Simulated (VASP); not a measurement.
Here is the system:

```yaml
crystal:
  lattice:
    - [3.21102, 0.00000, 0.00000]
    - [0.00000, 3.32106, 0.00000]
    - [0.00000, 0.00000, 3.25327]
  atoms:
    - { symbol: In, position: [0.50000, 0.50000, 0.50000] }
    - { symbol: Pd, position: [0.02134, 0.00000, 0.00000] }
```

Level of theory: PBE GGA with D3 dispersion (Becke-Johnson damping), VASP's PBE PAW potentials (set 64) (plane waves; VASP). Numerical set-up: 400 eV cut-off, 10×10×10 Γ-centred mesh, first-order Methfessel-Paxton smearing of 0.10 eV, potentials In_d Pd.

Which forces act on the atoms, in eV/Å?

```csv
atom,Fx,Fy,Fz
In1,0.289,0.000,0.000
Pd2,-0.289,0.000,0.000
```

Give the stress tensor in GPa (positive for a compressed cell).

```
-0.06   0.00   0.00
 0.00   0.05   0.00
 0.00   0.00   0.07
```
The pressure is its mean diagonal, 0.02 GPa.

The compound is PdIn in the CsCl type structure. The cell was not relaxed at this level, atoms are displaced from their ideal sites. The run is one of a series of settings (IVDW = 12 against the base run), some of them coarse on purpose. The electron count is odd and the run is not spin-polarised, which forces a metal.
